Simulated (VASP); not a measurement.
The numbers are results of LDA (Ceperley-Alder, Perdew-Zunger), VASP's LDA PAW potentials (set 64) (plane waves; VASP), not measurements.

The input files of a VASP run:

**POSCAR**
```
BN
3.6149720
  0.0000000000   0.5000000000   0.5000000000
  0.5000000000   0.0000000000   0.5000000000
  0.5000000000   0.5000000000   0.0000000000
B N
1 1
Cartesian
  0.0000000000   0.0000000000   0.0000000000
  0.2500000000   0.2500000000   0.2500000000
```

### INCAR
```
EDIFF  =  1E-6   ! SCF stop (eV)
LREAL  =  .FALSE.
LASPH  =  .TRUE.   ! aspherical one-centre terms
ALGO  =  Normal   ! blocked Davidson
SYSTEM  =  BN
SIGMA  =  0.01
NELM  =  100   ! most electronic steps
PREC  =  Accurate
LWAVE  =  .FALSE.
LCHARG  =  .FALSE.
ENCUT  =  400   ! plane-wave cut-off (eV)
ISIF  =  2   ! forces and stress, cell fixed
ISMEAR  =  -1   ! Fermi-Dirac
```

KPOINTS:
```
Regular mesh
0
G
  12 12 12
0 0 0
```

POTCAR, in this order: B N (LDA.64 set). Program: vasp_std.

At this cut-off the stress carries a Pulay error, which pulls relaxed volumes low.

**Question.** Estimate the energy per atom (σ→0), pressure.

**Answer.** 
The energy per atom (σ→0) comes out as -936.2 kJ/mol of atoms. The pressure is -16.26 GPa.

OSZICAR:
```
...
DAV:   5    -0.205186680001E+02   -0.73196E-08   -0.73191E-08  1264   0.233E-03    0.653E+00
DAV:   6    -0.195470682729E+02    0.97160E+00   -0.36899E+00  1152   0.137E+01    0.320E+00
DAV:   7    -0.194368297965E+02    0.11024E+00   -0.92606E-02  1544   0.263E+00    0.183E+00
DAV:   8    -0.194052243351E+02    0.31605E-01   -0.60099E-02  1248   0.192E+00    0.177E-01
DAV:   9    -0.194050563594E+02    0.16798E-03   -0.46915E-04  1168   0.230E-01    0.789E-02
DAV:  10    -0.194050385637E+02    0.17796E-04   -0.51355E-05  1560   0.827E-02    0.135E-02
DAV:  11    -0.194050390794E+02   -0.51563E-06   -0.17229E-06   920   0.106E-02
   1 F= -.19405039E+02 E0= -.19405039E+02  d E =-.826037E-11
```

The structure is a typed BN crystal. The cell was not relaxed at this level, and its volume differs by -5.9 % from the start's.
